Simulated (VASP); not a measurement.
```
CELL_PARAMETERS angstrom
      0.00000     2.23154     2.23154
      2.23154     0.00000     2.23154
      2.23154     2.23154     0.00000
ATOMIC_POSITIONS crystal
  Al 0.00000 0.00000 0.00000
  N  0.25000 0.25000 0.25000
```

Level of theory: revPBE GGA, VASP's PBE PAW potentials (set 64) (plane waves; VASP). Settings: 520 eV cut-off, 10×10×10 Γ-centred mesh, Gaussian smearing of 0.050 eV, potentials Al N.

Problem. Give the stress tensor in GPa (positive for a compressed cell).

Solution. 
```
-5.24   0.00   0.00
 0.00  -5.24   0.00
 0.00   0.00  -5.24
```
The pressure is its mean diagonal, -5.24 GPa.

The compound is AlN in the zinc blende structure, a metastable form; wurtzite is the usual one. This cell is one point of a volume scan, at 1.03 of the reference volume.
